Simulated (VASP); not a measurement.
Output of a VASP run:

File OSZICAR:
```
       N       E                     dE             d eps       ncg     rms          rms(c)
DAV:   1     0.170287887424E+03    0.17029E+03   -0.12523E+04  1832   0.160E+03
DAV:   2    -0.119558844662E+02   -0.18224E+03   -0.17722E+03  1830   0.321E+02
DAV:   3    -0.214167902616E+02   -0.94609E+01   -0.90887E+01  2137   0.887E+01
DAV:   4    -0.217019201676E+02   -0.28513E+00   -0.28298E+00  2045   0.143E+01
DAV:   5    -0.217110356000E+02   -0.91154E-02   -0.91131E-02  2181   0.268E+00    0.130E+01
DAV:   6    -0.248365356908E+02   -0.31255E+01   -0.37978E+01  1997   0.111E+02    0.185E+01
DAV:   7    -0.203003115415E+02    0.45362E+01   -0.13986E+01  2006   0.770E+01    0.375E+00
DAV:   8    -0.203555189831E+02   -0.55207E-01   -0.17773E+00  2521   0.125E+01    0.273E+00
DAV:   9    -0.202954295563E+02    0.60089E-01   -0.28415E-01  2057   0.881E+00    0.619E-01
DAV:  10    -0.202960707310E+02   -0.64117E-03   -0.77653E-03  1993   0.932E-01    0.491E-01
DAV:  11    -0.202957906826E+02    0.28005E-03   -0.75323E-04  2021   0.249E-01    0.141E-01
DAV:  12    -0.202956212791E+02    0.16940E-03   -0.60136E-04  2581   0.411E-01    0.406E-02
DAV:  13    -0.202956249664E+02   -0.36872E-05   -0.60478E-05  1926   0.569E-02    0.287E-02
DAV:  14    -0.202956246464E+02    0.31995E-06   -0.27151E-06  2212   0.139E-02    0.419E-03
DAV:  15    -0.202956244961E+02    0.15032E-06   -0.38098E-07  1839   0.525E-03    0.182E-03
DAV:  16    -0.202956243576E+02    0.13844E-06   -0.26792E-08  1032   0.172E-03    0.656E-04
DAV:  17    -0.202956243367E+02    0.20930E-07   -0.24459E-08   987   0.246E-03
   1 F= -.21684189E+02 E0= -.21683806E+02  d E =-.216842E+02
```

**OUTCAR**
```
------------------------ aborting loop because EDIFF is reached ----------------------------------------
 Edisp (eV)   -1.38856
  FORCE on cell =-STRESS in cart. coord.  units (eV):
  Direction    XX          YY          ZZ          XY          YZ          ZX
  --------------------------------------------------------------------------------------
  Total      -2.80756    -2.80756    -2.81698     0.00000     0.00000     0.00000
  in kB     -62.17500   -62.17501   -62.38363     0.00000     0.00000     0.00000
  external pressure =      -62.24 kB  Pullay stress =        0.00 kB
  volume of cell :       72.35
      direct lattice vectors                 reciprocal lattice vectors
     2.005514904 -3.473653876  0.000000000     0.249312533 -0.143940651  0.000000000
     2.005514904  3.473653876  0.000000000     0.249312533  0.143940651  0.000000000
     0.000000000  0.000000000  5.192556517     0.000000000  0.000000000  0.192583364
 POSITION                                       TOTAL-FORCE (eV/Angst)
 -----------------------------------------------------------------------------------
      0.00000      0.00000      2.59628         0.000000      0.000000     -0.000000
      0.00000      0.00000      0.00000         0.000000      0.000000     -0.000000
      2.00551      1.15789      1.29814         0.000000      0.000000      0.000000
      2.00551     -1.15789      3.89442        -0.000000     -0.000000     -0.000000
 -----------------------------------------------------------------------------------
    total drift:                                0.000000      0.000000      0.000000
  FREE ENERGIE OF THE ION-ELECTRON SYSTEM (eV)
  ---------------------------------------------------
  free  energy   TOTEN  =       -21.6841893266 eV

  energy  without entropy=      -21.6830399008  energy(sigma->0) =      -21.68380618

 reached required accuracy - stopping structural energy minimisation
```
(Selected blocks of OUTCAR.)

File POSCAR:
```
NiSb
1
    2.0055149043    -3.4736538764     0.0000000000
    2.0055149043     3.4736538764     0.0000000000
    0.0000000000     0.0000000000     5.1925565172
Ni Sb
2 2
Direct
  0.0000000000   1.0000000000   0.5000000000
  0.0000000000   1.0000000000   0.0000000000
  0.3333330000   0.6666670000   0.2500000000
  0.6666670000   0.3333330000   0.7500000000
```

Task: Write an INCAR and KPOINTS that could have produced this output.

Result: This is not unique; one that fits is the input of the run itself, PBE GGA with D3 dispersion (zero damping), plane waves, VASP's PBE PAW potentials (set 64).

### KPOINTS
```
Regular mesh
0
Gamma
  9 9 6
0 0 0
```

INCAR:
```
# general
SYSTEM  = NiSb
PREC    = Accurate
ENCUT   = 520
LREAL   = .FALSE.
LASPH   = .TRUE.

# electronic loop
EDIFF   = 1E-7
NELM    = 100
ALGO    = Normal
LMAXMIX = 4

# smearing
ISMEAR  = 1
SIGMA   = 0.1

# functional
GGA     = PE
IVDW    = 11

# ions
IBRION  = 2
NSW     = 30
ISIF    = 4
EDIFFG  = -0.01

# output
LWAVE   = .FALSE.
LCHARG  = .FALSE.
```

POTCAR, in this order: Ni Sb (PBE.64 set). Program: vasp_std.

The compound is NiSb in the NiAs type structure. This cell is one point of a volume scan, at 1.06 of the reference volume. The run is not spin-polarised, so no magnetic state was tried.
